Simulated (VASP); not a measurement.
Input:

```xyz
4
Lattice="3.4318 0.0000 0.0000 -1.7159 2.9721 0.0000 0.0000 0.0000 7.1281" Properties=species:S:1:pos:R:3 pbc="T T T"
Ti     0.0000     1.9814     0.1791
Ti     1.7159     0.9907     3.7431
S      0.0000     1.9814     2.4939
S      1.7159     0.9907     6.0580
```

Level of theory: PBEsol GGA, VASP's PBE PAW potentials (set 64) (plane waves; VASP). Settings: 400 eV cut-off, Gaussian smearing of 0.050 eV, potentials Ti_sv S.

Problem. Predict the band gap (along the path) with the smallest direct gap where there is one.

Solution. 
| Property | Result |
|---|---|
| band gap (along the path) | none (metal, semimetal or under 0.01 eV) |

The structure was generated: TiS was put into the wurtzite type (P6_3mc), which need not be its known phase. It was relaxed first, which changed the volume by -37 %.
